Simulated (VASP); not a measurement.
```
CELL_PARAMETERS angstrom
      1.49979    -4.61424     0.00000
      1.49979     4.61424     0.00000
      0.00000     0.00000     4.69751
ATOMIC_POSITIONS crystal
  Ge 0.64211 0.35789 0.25000
  Ge 0.35789 0.64211 0.75000
  Pt 0.91204 0.08796 0.25000
  Pt 0.08796 0.91204 0.75000
```

Method: r2SCAN meta-GGA, VASP's PBE PAW potentials (set 64) (plane waves; VASP). Settings: 400 eV cut-off, 12×12×7 Γ-centred mesh, tetrahedra with Blöchl corrections, potentials Ge_d Pt.

Unless said otherwise, spin-orbit coupling is left out, though it shifts the bands of the heavy elements here.

### Question
Tabulate the total density of states (states/eV per cell) against energy (eV; zero at the valence-band maximum or, without a gap, the Fermi level).

### Answer

```tsv
E (eV)	DOS (states/eV)
-9.93	1.37
-9.34	1.33
-8.87	0.88
-8.28	0.06
-7.69	0.20
-7.10	0.66
-6.63	1.55
-6.04	4.45
-5.45	2.37
-4.98	4.83
-4.39	4.86
-3.80	3.74
-3.33	4.96
-2.74	4.08
-2.15	4.41
-1.56	1.96
-1.09	3.43
-0.50	2.10
0.09	1.18
0.56	1.22
1.15	1.48
1.74	1.38
2.33	1.45
2.80	1.70
3.39	1.55
```
Within 2 eV below the Fermi level the largest weight inside VASP's projection spheres is Pt d.

The structure was generated: GePt was put into the CrB type (Cmcm), which need not be its known phase. It was relaxed first, which changed the volume by -42 %.
